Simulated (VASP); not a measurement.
Energy against volume of HfO2 (fluorite). These are revTPSS meta-GGA, VASP's PBE PAW potentials (set 64) (plane waves; VASP 6.6.1) values and carry that method's errors. Numerical set-up: 520 eV cut-off, 8×8×8 Γ-centred mesh, Gaussian smearing of 0.050 eV, potentials Hf_pv O.

| V (Å³/atom) | E (eV/atom) |
|---|---|
| 10.090 | 1.20663 |
| 10.412 | 1.17896 |
| 10.734 | 1.17005 |
| 11.056 | 1.17718 |

Fit these four points and predict the energy of the run at 11.378 Å³/atom.

A cubic in V^(−2/3), the third-order Birch-Murnaghan form, passes through the four points with V0 = 10.74 Å³/atom and B0 = 265 GPa, and gives 1.1980 eV/atom there. The run gave 1.1980 eV/atom, -0.0 meV/atom from the fit; all five points give B0 = 264 GPa.

The compound is HfO2 in the fluorite structure, the high-temperature cubic form, which is unstable at 0 K; the monoclinic form is the stable one. It was relaxed first.
